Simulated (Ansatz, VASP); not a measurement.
# Cross-check of Ta2NF2 between VASP and Ansatz, part 2 of 2

One calculation is typed for both programs; each brings its own data sets. How far apart do they land? The structure shown is the start of the Ansatz relaxation below; VASP solves that cell, so the two are compared at the walk's first step.

VASP 6.6.1 and Ansatz 0.2.0.

So far: Starting point; Ansatz: relaxation, PBE.

## (3) VASP: single point, PBE, start cell

Level of this step: PBE; plane waves and PAW (N, Ta_pv, F) (VASP).

The same cell, functional, mesh and smearing now go to VASP, with its own data sets.

Lines of VASP's logs that name or quote its potential files are left out, and so is its time.

File INCAR:

```
SYSTEM = Ta2NF2
PREC = Accurate
ENCUT = 520
EDIFF = 1E-06
NELM = 120
ISMEAR = 1
SIGMA = 0.2
LREAL = .FALSE.
ALGO = Normal
GGA = PE
NBANDS = 51
LASPH = .TRUE.
LORBIT = 11
LWAVE = .FALSE.
LCHARG = .FALSE.
ISIF = 2
LDIPOL = .TRUE.
IDIPOL = 3
DIPOL = 0.5 0.5 0.301
LVHAR = .TRUE.
GGA_COMPAT = .FALSE.
NELMDL = -8
KPAR = 2
```

File POSCAR:

```
Ta2NF2
1.0
    3.3022390000      0.0000000000      0.0000000000
    0.0000000000      5.7196460000      0.0000000000
    0.0000000000      0.0000000000     33.2000000000
N Ta F
2 4 4
Direct
    0.5000001514      0.4907116629      0.2947744277
    0.0000000000      0.0092883371      0.3076352108
    0.0000000000      0.3464766875      0.3308596988
    0.5000001514      0.8201899208      0.3312653614
    0.5000001514      0.1535233125      0.2715499398
    0.0000000000      0.6798100792      0.2711442771
    0.5000001514      0.1712275550      0.3688053614
    0.0000000000      0.6621058366      0.3735441566
    0.0000000000      0.3287724450      0.2336042771
    0.5000001514      0.8378941634      0.2288654819
```

File KPOINTS:

```
Automatic mesh
0
Gamma
12 6 1
0 0 0
```

The projector-augmented-wave data sets are N, Ta_pv and F (PBE family, release 64).

Command:

```console
mpirun -np 2 vasp_std
```

Numbers of over 12 decimals in the logs are rounded to 6 here.

Output:

```text
[banner, memory and clock lines left out]
running    2 mpi-ranks, on    1 nodes
 distrk:  each k-point on    1 cores,    2 groups
 distr:  one band on    1 cores,    1 groups

 POSCAR found type information on POSCAR N TaF
 POSCAR found :  3 types and      10 ions
 LDA part: xc-table for (Slater+PW92), standard interpolation
 POSCAR, INCAR and KPOINTS ok, starting setup
 FFT: planning ... GRIDC
 FFT: planning ... GRID_SOFT
 FFT: planning ... GRID
 WAVECAR not read
 entering main loop
       N       E                     dE             d eps       ncg     rms          rms(c)
DAV:   1     0.789423009359E+03    0.78942E+03   -0.39925E+04  3552   0.128E+03
DAV:   2     0.849103514955E+01   -0.78093E+03   -0.76005E+03  3945   0.324E+02
DAV:   3    -0.937406815229E+02   -0.10223E+03   -0.10103E+03  3434   0.117E+02
DAV:   4    -0.971144604081E+02   -0.33738E+01   -0.33400E+01  3560   0.229E+01
DAV:   5    -0.972247270225E+02   -0.11027E+00   -0.10975E+00  3712   0.354E+00
DAV:   6    -0.972279635354E+02   -0.32365E-02   -0.32312E-02  3624   0.646E-01
DAV:   7    -0.972281210370E+02   -0.15750E-03   -0.15740E-03  3736   0.124E-01
DAV:   8    -0.972281279251E+02   -0.68880E-05   -0.68845E-05  3408   0.266E-02    0.416E+01
DAV:   9    -0.868719571880E+02    0.10356E+02   -0.59947E+01  3546   0.341E+01    0.186E+01
DAV:  10    -0.865795901193E+02    0.29237E+00   -0.47119E+00  3528   0.113E+01    0.835E+00
DAV:  11    -0.865414710831E+02    0.38119E-01   -0.10680E+00  3640   0.697E+00    0.150E+00
DAV:  12    -0.864812459050E+02    0.60225E-01   -0.40661E-01  3632   0.405E+00    0.698E-01
DAV:  13    -0.864721514114E+02    0.90945E-02   -0.60038E-02  3680   0.168E+00    0.327E-01
DAV:  14    -0.864707017668E+02    0.14496E-02   -0.99503E-03  3472   0.527E-01    0.158E-01
[...]
DAV:  22    -0.864712063962E+02   -0.11677E-03   -0.95728E-06  3112   0.137E-02    0.329E-03
DAV:  23    -0.864712831945E+02   -0.76798E-04   -0.14202E-06  2200   0.603E-03    0.243E-03
DAV:  24    -0.864713445215E+02   -0.61327E-04   -0.34905E-06  2300   0.383E-03    0.138E-03
DAV:  25    -0.864713609737E+02   -0.16452E-04   -0.74635E-07  2160   0.354E-03    0.656E-04
DAV:  26    -0.864713685681E+02   -0.75943E-05   -0.26368E-07  2106   0.179E-03    0.510E-04
DAV:  27    -0.864713714814E+02   -0.29133E-05   -0.12440E-07  2016   0.163E-03    0.377E-04
DAV:  28    -0.864713739434E+02   -0.24620E-05   -0.13052E-07  2124   0.768E-04    0.250E-04
DAV:  29    -0.864713743091E+02   -0.36569E-06   -0.20128E-08  2006   0.581E-04
   1 F= -.86471374E+02 E0= -.86472196E+02  d E =0.246459E-02
```

OUTCAR, selected parts (step 3):

```text
ion  position               nearest neighbor table
   1  0.500  0.491  0.295-   5 2.08   6 2.12   6 2.12   3 2.20   3 2.20   4 2.24
   2  0.000  0.009  0.308-   3 2.08   4 2.12   4 2.12   5 2.20   5 2.20   6 2.24
   3  0.000  0.346  0.331-   2 2.08   1 2.20   1 2.20   8 2.30   7 2.31   7 2.31   6 2.75   5 2.80
                             5 2.80   4 3.17   4 3.17   4 3.43   4 3.43
   4  0.500  0.820  0.331-   2 2.12   2 2.12   1 2.24   8 2.35   8 2.35   7 2.36   6 2.71   6 2.71
                             5 2.75   3 3.17   3 3.17   3 3.43   3 3.43
   5  0.500  0.154  0.272-   1 2.08   2 2.20   2 2.20  10 2.30   9 2.31   9 2.31   4 2.75   3 2.80
                             3 2.80   6 3.17   6 3.17   6 3.43   6 3.43
   6  0.000  0.680  0.271-   1 2.12   1 2.12   2 2.24  10 2.35  10 2.35   9 2.36   4 2.71   4 2.71
                             3 2.75   5 3.17   5 3.17   5 3.43   5 3.43
   7  0.500  0.171  0.369-   3 2.31   3 2.31   4 2.36
   8  0.000  0.662  0.374-   3 2.30   4 2.35   4 2.35
   9  0.000  0.329  0.234-   5 2.31   5 2.31   6 2.36
  10  0.500  0.838  0.229-   5 2.30   6 2.35   6 2.35

  LATTYP: Found a simple orthorhombic cell.
 ALAT       =     3.3022390000
 B/A-ratio  =     1.7320508903
 C/A-ratio  =    10.0537847200

 Subroutine GETGRP returns: Found  4 space group operations
 (whereof  2 operations were pure point group operations)

The static configuration has the point symmetry C_1h.
 The point group associated with its full space group is C_2h.

 Found     28 irreducible k-points:

   k-points           NKPTS =     28   k-points in BZ     NKDIM =     28   number of bands    NBANDS=     51

   dimension x,y,z NGX =    28 NGY =   48 NGZ =  250
   dimension x,y,z NGXF=    56 NGYF=   96 NGZF=  500

   ENCUT  =  520.0 eV  38.22 Ry    6.18 a.u.   6.14 10.63 61.73*2*pi/ulx,y,z

   NELECT =      82.0000    total number of electrons

 k-points in reciprocal lattice and weights: Automatic mesh
   0.00000000  0.00000000  0.00000000       0.014
   0.08333333  0.00000000  0.00000000       0.028
   0.16666667  0.00000000  0.00000000       0.028
   0.25000000  0.00000000  0.00000000       0.028
   0.33333333  0.00000000  0.00000000       0.028
   0.41666667  0.00000000  0.00000000       0.028
   0.50000000  0.00000000  0.00000000       0.014
   0.00000000  0.16666667  0.00000000       0.028
   0.08333333  0.16666667  0.00000000       0.056
[...]
0.41666667  0.50000000  0.00000000       0.028
   0.50000000  0.50000000  0.00000000       0.014

 dipolmoment           0.000000      0.000000     -0.000003 electrons x Angstroem

 average (electrostatic) potential at core
       1 -73.0033       2 -73.0033       3 -45.9982       4 -45.8881       5 -45.9982
       6 -45.8881       7 -84.1141       8 -84.0304       9 -84.1141      10 -84.0304

 E-fermi :  -1.7804

 k-point     1 :       0.0000    0.0000    0.0000
  band No.  band energies     occupation
    ...
     37      -5.4244      2.00000
     38      -4.0532      2.00000
     39      -4.0251      2.00000
     40      -2.4243      2.00005
     41      -2.0110      2.06917
     42      -1.6468      0.10380
     43      -1.4819     -0.05597
     44      -0.9876     -0.00000
     45      -0.7448     -0.00000
     46      -0.0337     -0.00000
    ...

 k-point     2 :       0.0833    0.0000    0.0000
  band No.  band energies     occupation
    ...
     38      -4.1733      2.00000
     39      -3.9306      2.00000
     40      -2.3608      2.00032
     41      -2.1232      2.03587
     42      -1.7766      0.96798
     43      -1.4970     -0.06229
     44      -1.0809     -0.00001
     45      -0.3948     -0.00000
     46      -0.3022     -0.00000
     47       0.1435     -0.00000
    ...

 k-point     3 :       0.1667    0.0000    0.0000
  band No.  band energies     occupation
    ...
     38      -4.3293      2.00000
     39      -3.7309      2.00000
     40      -2.5952      2.00000
     41      -2.5813      2.00000
     42      -1.8093      1.24194
     43      -1.0910     -0.00001
     44      -1.0503     -0.00000
     45      -0.6601     -0.00000
     46       0.1548     -0.00000
     47       0.2440     -0.00000
    ...

  Total       -2.2238938     -0.7597524      2.2407702      0.0000000      0.5842088      0.0000000
  in kB       -5.6821002     -1.9411851      5.7252199      0.0000000      1.4926671      0.0000000
  external PRESSURE =      -0.6326884 kB  Pullay stress =       0.0000000 kB

  energy-cutoff  :      520.00
  volume of cell :      627.07
      direct lattice vectors                 reciprocal lattice vectors
     3.302239000  0.000000000  0.000000000     0.302824841  0.000000000  0.000000000
     0.000000000  5.719646000  0.000000000     0.000000000  0.174835995  0.000000000
     0.000000000  0.000000000 33.200000000     0.000000000  0.000000000  0.030120482

 POSITION                                       TOTAL-FORCE (eV/Angst)
 -----------------------------------------------------------------------------------
      1.65112      2.80670      9.78651         0.000000      0.093586      0.171230
      0.00000      0.05313     10.21349         0.000000     -0.093586     -0.171230
      0.00000      1.98172     10.98454         0.000000      0.629407      0.427398
      1.65112      4.69120     10.99801         0.000000     -0.552764      0.782532
      1.65112      0.87810      9.01546         0.000000     -0.629407     -0.427398
      0.00000      3.88827      9.00199         0.000000      0.552764     -0.782532
      1.65112      0.97936     12.24434         0.000000      0.102029      0.054736
      0.00000      3.78701     12.40167         0.000000      0.006236     -0.022900
      0.00000      1.88046      7.75566         0.000000     -0.102029     -0.054736
      1.65112      4.79246      7.59833         0.000000     -0.006236      0.022900
 -----------------------------------------------------------------------------------
    total drift:                               -0.002315     -0.000283      0.001449

  FREE ENERGIE OF THE ION-ELECTRON SYSTEM (eV)
  ---------------------------------------------------
  free  energy   TOTEN  =       -86.4713743091 eV

  energy  without entropy=      -86.4738389025  energy(sigma->0) =      -86.47219584

 vacuum level on the upper side and lower side of the slab         2.017         2.017

 total charge
# of ion       s       p       d       tot
------------------------------------------
    1        1.236   2.531   0.000   3.767
    2        1.236   2.531   0.000   3.767
    3        0.258   6.158   2.518   8.934
    4        0.270   6.154   2.537   8.961
    5        0.258   6.158   2.518   8.934
    6        0.270   6.154   2.537   8.961
    7        1.737   4.335   0.000   6.073
    8        1.739   4.323   0.000   6.062
    9        1.737   4.335   0.000   6.073
   10        1.739   4.323   0.000   6.062
--------------------------------------------------
tot         10.482  47.002  10.109  67.594

[... 3 further parts left out ...]
```

The run ends at a pressure of -0.06 GPa, with forces up to 0.96 eV/Å.

## (4) Differences

Known differences besides the potentials themselves: Ansatz cuts the interaction across the vacuum, VASP repeats the sheet with a dipole correction; the data sets hold 90 valence electrons in Ansatz (on its PAW soft_1 files) and 82 in VASP; the cutoff is 420 eV in Ansatz and 520 eV in VASP. Total energies have different zeros and are not compared.

Forces (eV/Å; atoms numbered as in POSCAR):

```
atom         Ansatz x, y, z           VASP x, y, z
  N1    0.000, 0.093, 0.168    0.000, 0.094, 0.171
  N2  0.000, -0.093, -0.168  0.000, -0.094, -0.171
 Ta3    0.000, 0.617, 0.400    0.000, 0.629, 0.427
 Ta4   0.000, -0.545, 0.743   0.000, -0.553, 0.783
 Ta5  0.000, -0.617, -0.400  0.000, -0.629, -0.427
 Ta6   0.000, 0.545, -0.743   0.000, 0.553, -0.783
  F7    0.000, 0.108, 0.031    0.000, 0.102, 0.055
  F8   0.000, 0.002, -0.050   0.000, 0.006, -0.023
  F9  0.000, -0.108, -0.031  0.000, -0.102, -0.055
 F10   0.000, -0.002, 0.050   0.000, -0.006, 0.023
```

The forces differ by 16 meV/Å r.m.s., which is 5.0 % of the r.m.s. force of 0.321 eV/Å (both taken over all components). With vacuum in the cell, a pressure given here is an average over mostly empty space and none of the material.

## (5) What the set-up changes

Further runs change the set-up of one program: Ansatz's method, potentials or start, or VASP's data sets, cutoff or form of LDA. The table gives that difference for each run.

```
                                      run  r.m.s. force difference (meV/Å)
                                 as above                               16
VASP with the data sets N, Ta_sv_GW and F                              8.6
```

## (6) Results

| Item | Value |
| --- | --- |
| r.m.s. force difference (single point, PBE, start cell) | 5.0 % of the r.m.s. force |

What this shows: The r.m.s. force difference is 5.0 % of the r.m.s. force (single point, PBE, start cell), beyond the 3 % picked in this series as the mark of a large difference. The data sets hold unlike numbers of valence electrons (90 in Ansatz and 82 in VASP), so part of the differences comes from the potentials. Single point, PBE, start cell, VASP with the data sets N, Ta_sv_GW and F: r.m.s. force difference goes from 16 to 8.6 meV/Å. 1 further run of this series is not shown here. How closely two codes agree says nothing of how well the functional describes the real material.

[Lines on the potential files, build, host, timing and source positions are cut from VASP's logs without a mark.]

[Logs are printed without paths, hosts, clocks, repeated set-up lines and the standing remarks that a program may print on its own settings, such as how far it seeks lower states.]

[Hosts, paths, dates, database ids (printed as entryN), source tags and the programs' standing remarks are cut or masked in the printed files.]
